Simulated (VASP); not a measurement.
Consider the following.

```xyz
8
Lattice="0.0000 2.2447 2.2447 2.2447 0.0000 2.2447 9.0018 9.0018 -0.0231" Properties=species:S:1:pos:R:3 pbc="T T T"
Zr     0.0000     0.0000     0.0000
C      2.3051     2.3051     2.1842
C      4.5142     4.5142     2.2198
C      6.7322     6.7322     2.2465
C      8.9413     8.9413     2.2820
Ta     4.5254     4.5254     4.4533
Ta     4.5009     4.5009    -0.0115
Ta     6.7210     6.7210     0.0130
```

The numbers are results of PBEsol GGA, VASP's PBE PAW potentials (set 64) (plane waves; VASP 6.6.1), not measurements. Settings: 520 eV cut-off, Gaussian smearing of 0.050 eV, potentials Zr_sv C Ta_pv.

Problem. Give the energies of bands 22 to 35 at the high-symmetry points, in eV from the Fermi level.

Solution. 
| band | Γ | T | H2 | L | S0 | F |
|---|---|---|---|---|---|---|
| 22 | -4.43 | -4.33 | -4.86 | -4.87 | -4.86 | -5.09 |
| 23 | -3.92 | -4.33 | -4.58 | -4.67 | -4.58 | -4.65 |
| 24 | -3.92 | -2.63 | -4.47 | -4.62 | -4.46 | -4.59 |
| 25 | -3.16 | -2.28 | -4.22 | -4.31 | -4.21 | -3.78 |
| 26 | -3.16 | -2.19 | -4.05 | -3.86 | -4.08 | -3.71 |
| 27 | -0.96 | -2.19 | -4.00 | -3.75 | -3.98 | -3.67 |
| 28 | -0.96 | -1.66 | -3.66 | -2.25 | -3.65 | -3.28 |
| 29 | -0.84 | -1.66 | -3.57 | -2.05 | -3.58 | -1.32 |
| 30 | -0.16 | -0.61 | 0.82 | -1.24 | 0.80 | -1.30 |
| 31 | -0.14 | -0.61 | 0.94 | -1.05 | 1.09 | -0.06 |
| 32 | -0.14 | 0.08 | 1.32 | 1.75 | 1.19 | 0.06 |
| 33 | 0.62 | 0.08 | 1.94 | 1.97 | 1.94 | 2.79 |
| 34 | 0.62 | 0.63 | 2.03 | 2.81 | 2.01 | 3.00 |
| 35 | 0.99 | 0.65 | 2.36 | 3.26 | 2.44 | 3.02 |

It has no gap at this level: it comes out as a metal or semimetal.

The structure was generated: Ta3ZrC4 was put into an ordered model structure (R-3m), which need not be its known phase. It was relaxed first. The electron count is odd and the run is not spin-polarised, which forces a metal.
